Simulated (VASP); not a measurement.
Data:

```
CELL_PARAMETERS angstrom
      1.75000    -3.03109     0.00000
      1.75000     3.03109     0.00000
      0.00000     0.00000     5.55000
ATOMIC_POSITIONS crystal
  Lu 0.33333 0.66667 0.25000
  Lu 0.66667 0.33333 0.75000
```

Level of theory: revPBE GGA, VASP's PBE PAW potentials (set 64) (plane waves; VASP). Run with 520 eV cut-off, 11×11×6 Γ-centred mesh, first-order Methfessel-Paxton smearing of 0.10 eV, potentials Lu_3.

Energy and stress use the plane-wave basis of the starting cell.

The ions, cell shape and volume are relaxed. Predict the relaxed structure.

```
CELL_PARAMETERS angstrom
      1.77501    -3.07441     0.00000
      1.77501     3.07441     0.00000
      0.00000     0.00000     5.54557
ATOMIC_POSITIONS crystal
  Lu 0.33333 0.66667 0.25000
  Lu 0.66667 0.33333 0.75000
```
Space group P6_3/mmc (194), at a tolerance of 0.03 Å.

How do energy and volume change from the first to the last step?

The energy (σ→0) changes by -4.6 meV/atom and the volume by +2.8 %, in 6 ionic steps.

The compound is Lu in the hcp structure. This run relaxes it. Symmetry was kept, so distortions that lower it aren't found.
